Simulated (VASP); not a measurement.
Input:

```
ZnS
1.0
    1.89119    -3.29210     0.00000
    1.89119     3.29210     0.00000
    0.00000     0.00000     6.22874
Zn S
2 2
Direct
  0.66667   0.33333   0.50007
  0.33333   0.66667   0.00007
  0.66667   0.33333   0.87493
  0.33333   0.66667   0.37493
```

The numbers are results of r2SCAN meta-GGA, VASP's PBE PAW potentials (set 64) (plane waves; VASP 6.6.1), not measurements. Run with 480 eV cut-off, 6×6×4 Γ-centred mesh, Gaussian smearing of 0.050 eV, potentials Zn S.

**Question.** Give the stress tensor in GPa (positive for a compressed cell).

**Answer.** 
```
1.30  0.00  0.00
0.00  0.68  0.00
0.00  0.00  0.63
```
The pressure is its mean diagonal, 0.87 GPa.

The compound is ZnS in the wurtzite structure, the high-temperature form. This cell was strained or had an atom moved on purpose.
